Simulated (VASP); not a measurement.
Output of a VASP run:

**OUTCAR**
```
 ion  position               nearest neighbor table
   1  0.000  0.000  0.000-   4 2.84   4 2.84   2 2.85   3 2.85   2 2.85   2 2.85   2 2.85   3 2.85
                             3 2.85   3 2.85
   2  0.000  0.500  0.000-   3 2.84   3 2.84   1 2.85   4 2.85   1 2.85   1 2.85   1 2.85   4 2.85
                             4 2.85   4 2.85
   3  0.500  0.000  0.000-   2 2.84   2 2.84   1 2.85   4 2.85   4 2.85   1 2.85   4 2.85   1 2.85
                             1 2.85   4 2.85
   4  0.500  0.500  0.000-   1 2.84   1 2.84   2 2.85   3 2.85   3 2.85   2 2.85   3 2.85   2 2.85
                             3 2.85   2 2.85
  LATTYP: Found a base centered orthorhombic cell.
 ALAT       =     5.6799446011
 B/A-ratio  =     1.4177335527
 C/A-ratio  =     0.5015348274
 Subroutine PRICEL returns:
 Original cell was already a primitive cell.
 Subroutine GETGRP returns: Found  8 space group operations
The static configuration has the point symmetry D_2h.
The dynamic configuration has the point symmetry D_2h.
 Subroutine INISYM returns: Found  8 space group operations
 Subroutine IBZKPT returns following result:
 Found     88 irreducible k-points:

 Following reciprocal coordinates:
            Coordinates               Weight
  0.000000  0.000000  0.000000      1.000000
  0.166667 -0.000000  0.000000      4.000000
  0.333333 -0.000000  0.000000      4.000000
  0.500000 -0.000000  0.000000      2.000000
  0.166667  0.166667  0.000000      2.000000
  0.333333  0.166667  0.000000      4.000000
  0.500000  0.166667  0.000000      4.000000
 -0.333333  0.166667  0.000000      4.000000
 -0.166667  0.166667  0.000000      2.000000
  0.333333  0.333333  0.000000      2.000000
  0.500000  0.333333  0.000000      4.000000
 -0.333333  0.333333  0.000000      2.000000
  0.500000  0.500000  0.000000      1.000000
  0.000000  0.000000  0.083333      4.000000
  0.166667 -0.000000  0.083333      4.000000
  0.333333  0.000000  0.083333      8.000000
  0.500000 -0.000000  0.083333      8.000000
 -0.333333  0.000000  0.083333      8.000000
 -0.166667  0.000000  0.083333      8.000000
  0.333333  0.333333  0.083333      4.000000
  0.500000  0.333333  0.083333      8.000000
 -0.333333  0.333333  0.083333      8.000000
 -0.166667  0.333333  0.083333      4.000000
  0.500000  0.500000  0.083333      4.000000
 -0.333333  0.500000  0.083333      4.000000
  0.000000  0.000000  0.166667      4.000000
  0.166667  0.000000  0.166667      8.000000
  0.333333  0.000000  0.166667      4.000000
  0.500000  0.000000  0.166667      8.000000
 -0.333333  0.000000  0.166667      8.000000
 -0.166667  0.000000  0.166667      8.000000
  0.166667  0.166667  0.166667      2.000000
  0.500000  0.166667  0.166667      8.000000
 -0.333333  0.166667  0.166667      4.000000
  0.500000  0.500000  0.166667      4.000000
 -0.333333  0.500000  0.166667      8.000000
 -0.166667  0.500000  0.166667      4.000000
 -0.333333 -0.333333  0.166667      2.000000
  0.000000  0.000000  0.250000      4.000000
  0.166667  0.000000  0.250000      8.000000
   k-points           NKPTS =     88   k-points in BZ     NKDIM =     88   number of bands    NBANDS=     25
   number of dos      NEDOS =    301   number of ions     NIONS =      4
   total plane-waves  NPLWV =  32000
   dimension x,y,z NGX =    40 NGY =   40 NGZ =   20
   dimension x,y,z NGXF=    80 NGYF=   80 NGZF=   40
   ions per type =               1   3
   PREC   = accura    normal or accurate (medium, high low for compatibility)
   ISTART =      0    job   : 0-new  1-cont  2-samecut
   ICHARG =      2    charge: 1-file 2-atom 10-const
   ISPIN  =      1    spin polarized calculation?
   LNONCOLLINEAR =      F non collinear calculations
   LSORBIT =      F    spin-orbit coupling
   INIWAV =      1    electr: 0-lowe 1-rand  2-diag
   ENCUT  =  400.0 eV  29.40 Ry    5.42 a.u.   9.28  9.28  4.65*2*pi/ulx,y,z
   NELM   =    100;   NELMIN=  2; NELMDL= -5     # of ELM steps
   EDIFF  = 0.1E-05   stopping-criterion for ELM
...
```

### OSZICAR
```
...
DAV:   8    -0.180051803895E+02    0.21998E+00   -0.10677E+00  4732   0.119E+01    0.365E+00
DAV:   9    -0.180085738023E+02   -0.33934E-02   -0.11234E-01  4973   0.238E+00    0.811E-01
DAV:  10    -0.179998964919E+02    0.86773E-02   -0.78142E-02  4816   0.235E+00    0.128E-01
DAV:  11    -0.179998219665E+02    0.74525E-04   -0.14362E-03  4553   0.345E-01    0.551E-02
DAV:  12    -0.179998020009E+02    0.19966E-04   -0.13032E-04  4900   0.931E-02    0.202E-02
DAV:  13    -0.179998021188E+02   -0.11797E-06   -0.59903E-06  4557   0.238E-02
   1 F= -.17999802E+02 E0= -.17999700E+02  d E =-.179998E+02
       N       E                     dE             d eps       ncg     rms          rms(c)
DAV:   1    -0.180098793460E+02   -0.10077E-01   -0.23697E-01  4422   0.388E+00    0.618E-01
DAV:   2    -0.180009917034E+02    0.88876E-02   -0.36101E-02  4498   0.142E+00    0.258E-01
DAV:   3    -0.180004208795E+02    0.57082E-03   -0.13114E-02  4699   0.103E+00    0.295E-01
DAV:   4    -0.179999160243E+02    0.50486E-03   -0.27449E-03  4693   0.455E-01    0.133E-01
DAV:   5    -0.179998822874E+02    0.33737E-04   -0.16602E-04  4542   0.864E-02    0.200E-02
DAV:   6    -0.179998808751E+02    0.14123E-05   -0.17774E-05  4691   0.370E-02    0.870E-03
DAV:   7    -0.179998806351E+02    0.24004E-06   -0.77988E-07  2273   0.772E-03
   2 F= -.17999881E+02 E0= -.17999758E+02  d E =-.785163E-04
       N       E                     dE             d eps       ncg     rms          rms(c)
DAV:   1    -0.180020728495E+02   -0.21920E-02   -0.48436E-02  4415   0.175E+00    0.281E-01
DAV:   2    -0.180002539801E+02    0.18189E-02   -0.74474E-03  4495   0.645E-01    0.116E-01
DAV:   3    -0.180001363660E+02    0.11761E-03   -0.27463E-03  4682   0.481E-01    0.133E-01
DAV:   4    -0.180000329134E+02    0.10345E-03   -0.57875E-04  4686   0.206E-01    0.586E-02
DAV:   5    -0.180000312140E+02    0.16994E-05   -0.31778E-05  4553   0.380E-02    0.860E-03
DAV:   6    -0.180000317200E+02   -0.50597E-06   -0.24297E-06  2636   0.140E-02
   3 F= -.18000032E+02 E0= -.17999920E+02  d E =-.229601E-03
       N       E                     dE             d eps       ncg     rms          rms(c)
DAV:   1    -0.180016424426E+02   -0.16112E-02   -0.85761E-02  4442   0.204E+00    0.197E-01
DAV:   2    -0.180006285895E+02    0.10139E-02   -0.94182E-04  4788   0.255E-01    0.980E-02
DAV:   3    -0.180002840909E+02    0.34450E-03   -0.58724E-04  4596   0.184E-01    0.318E-02
DAV:   4    -0.180002826090E+02    0.14820E-05   -0.94328E-05  4708   0.872E-02    0.219E-02
DAV:   5    -0.180002792248E+02    0.33842E-05   -0.26209E-05  4682   0.445E-02    0.113E-02
DAV:   6    -0.180002795338E+02   -0.30900E-06   -0.10583E-06  2241   0.730E-03
   4 F= -.18000280E+02 E0= -.18000145E+02  d E =-.247814E-03
       N       E                     dE             d eps       ncg     rms          rms(c)
DAV:   1    -0.180008825584E+02   -0.60333E-03   -0.34464E-02  4444   0.129E+00    0.125E-01
DAV:   2    -0.180004781512E+02    0.40441E-03   -0.37806E-04  4795   0.162E-01    0.618E-02
DAV:   3    -0.180003413918E+02    0.13676E-03   -0.23254E-04  4595   0.116E-01    0.202E-02
DAV:   4    -0.180003408855E+02    0.50635E-06   -0.37019E-05  4689   0.547E-02    0.138E-02
DAV:   5    -0.180003396079E+02    0.12776E-05   -0.10449E-05  3828   0.282E-02    0.716E-03
DAV:   6    -0.180003397784E+02   -0.17053E-06   -0.49301E-07  2220   0.493E-03
   5 F= -.18000340E+02 E0= -.18000190E+02  d E =-.308058E-03
```

**OUTCAR**
```
------------------------ aborting loop because EDIFF is reached ----------------------------------------
  FORCE on cell =-STRESS in cart. coord.  units (eV):
  Direction    XX          YY          ZZ          XY          YZ          ZX
  --------------------------------------------------------------------------------------
  Total        0.0190632      0.0190632     -0.0467070     -0.0351182      0.0000000      0.0000000
  in kB        0.4680840      0.4680840     -1.1468604     -0.8623042      0.0000000      0.0000000
  external PRESSURE =      -0.0702308 kB  Pullay stress =       0.0000000 kB
  volume of cell :       65.25
      direct lattice vectors                 reciprocal lattice vectors
     0.015303824  4.030992598  4.015731279    -0.124511641  0.124511641  0.124510323
     4.030992598  0.015303824  4.015731279     0.124511641 -0.124511641  0.124510323
     2.023148211  2.023148211  0.000000000     0.247139580  0.247139580 -0.249020647
 POSITION                                       TOTAL-FORCE (eV/Angst)
 -----------------------------------------------------------------------------------
      0.00000      0.00000      0.00000        -0.000000     -0.000000     -0.000000
      2.01550      0.00765      2.00787        -0.000000      0.000000     -0.000000
      0.00765      2.01550      2.00787         0.000000     -0.000000     -0.000000
      2.02315      2.02315      4.01573        -0.000000      0.000000      0.000000
 -----------------------------------------------------------------------------------
    total drift:                               -0.000000     -0.000000      0.000000
  FREE ENERGIE OF THE ION-ELECTRON SYSTEM (eV)
  ---------------------------------------------------
  free  energy   TOTEN  =       -18.0003397784 eV

  energy  without entropy=      -17.9998907931  energy(sigma->0) =      -18.00019012

 reached required accuracy - stopping structural energy minimisation
```
(Selected blocks of OUTCAR.)

### POSCAR
```
Au3Pd
1
    0.0061643693     4.0224917135     4.0263240192
    4.0224917135     0.0061643693     4.0263240192
    2.0143280414     2.0143280414     0.0000000000
Pd Au
1 3
Direct
  0.0000000000   0.0000000000   0.0000000000
  0.0000000000   0.5000000000   0.0000000000
  0.5000000000   0.0000000000   0.0000000000
  0.5000000000   0.5000000000   0.0000000000
```

Question: Write an INCAR and KPOINTS that could have produced this output.

Answer: Several could match; the one computed here: the input of the run itself, PBEsol GGA, plane waves, VASP's PBE PAW potentials (set 64).

File KPOINTS:
```
Automatic mesh
0
Gamma
  6 6 12
0 0 0
```

**INCAR**
```
LMAXMIX = 6   # l cut-off of mixed one-centre charges
LCHARG = F
IBRION = 2
LREAL = F   # projection in real space or not
GGA = PS   # PBEsol
LASPH = T   # aspherical one-centre terms
ISMEAR = 1   # Methfessel-Paxton
ISIF = 3
EDIFFG = -0.02
EDIFF = 1E-6
NELM = 100   # most electronic steps
SYSTEM = Au3Pd
NSW = 60
SIGMA = 0.1
LWAVE = F
ENCUT = 400   # plane-wave cut-off (eV)
ALGO = Normal   # blocked Davidson
PREC = Accurate
```

POTCAR, in this order: Pd Au (PBE.64 set). Program: vasp_std.

The structure was generated: Au3Pd was put into an ordered model structure (Cmmm), which need not be its known phase. This run relaxes it. Symmetry was kept, so distortions that lower it aren't found. The start is the result of an earlier pass. The electron count is odd and the run is not spin-polarised, which forces a metal.
